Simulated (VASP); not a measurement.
Here is a VASP 6.6.1 calculation.

The input INCAR:

```
SYSTEM = NbHO2
PREC = Accurate
ENCUT = 520
EDIFF = 1E-6
ISMEAR = 0
SIGMA = 0.01
LREAL = .FALSE.
LASPH = .TRUE.
NELM = 80
ALGO = Fast
ISIF = 2
LWAVE = .FALSE.
LCHARG = .TRUE.
LDIPOL = .TRUE.
IDIPOL = 3
DIPOL = 0.5 0.5 0.296
GGA = PE
LELF = .TRUE.
LVHAR = .TRUE.
LVACPOTAV = .TRUE.
NBANDS = 21
```

Contents of KPOINTS:

```
Automatic mesh
0
G
  15 15 1
  0 0 0
```

Contents of POSCAR:

```
NbHO2
1.0
    3.0070711806      0.0000002927      0.0000000000
   -1.5035358438      2.6041998870      0.0000000000
    0.0000000000      0.0000000000     30.4103401600
Nb H O
1 1 2
Direct
    0.3333333333      0.6666666667      0.2738589687
    0.0000000000      0.0000000000      0.3525476204
    0.6666666667      0.3333333333      0.2374341026
    0.0000000000      0.0000000000      0.3202734113
```

Potentials or basis: VASP PAW PBE potentials, release 64 (Nb_sv, H, O).

Launch:

```console
$ cat potpaw_PBE.64/Nb_sv/POTCAR potpaw_PBE.64/H/POTCAR potpaw_PBE.64/O/POTCAR > POTCAR
$ mpirun -np 1 vasp_std > vasp.out
```

Q: What does it give for the work function of the lower face?

A: 5.74 eV.

Q: What does it give for the work function of the upper face?

A: 2.32 eV.

Forces on the atoms (eV/Å):
```
Nb   0.000  0.000 -0.125
H    0.000  0.000  0.112
O    0.000  0.000  0.076
O    0.000  0.000 -0.062
```
